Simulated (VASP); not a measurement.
```
CELL_PARAMETERS angstrom
     -1.58199     1.58199     1.58199
      1.58199    -1.58199     1.58199
      1.58199     1.58199    -1.58199
ATOMIC_POSITIONS crystal
  Mo 0.00000 0.00000 0.00000
```

Calculation: optB88-vdW, VASP's PBE PAW potentials (set 64) (plane waves; VASP). Numerical set-up: 520 eV cut-off, 16×16×16 Γ-centred mesh, first-order Methfessel-Paxton smearing of 0.10 eV, potentials Mo_sv.

**Question.** Predict the energy per atom (σ→0), band gap (on the k-mesh) with the smallest direct gap where there is one.

**Answer.** 
```
Quantity                                                    Result
------------------------  ----------------------------------------
band gap (on the k-mesh)  none (metal, semimetal or under 0.01 eV)
energy per atom (σ→0)                               -7.766 eV/atom
```

Only differences to runs with the same potentials and settings are physical.

The compound is Mo in the bcc structure. It was relaxed first.
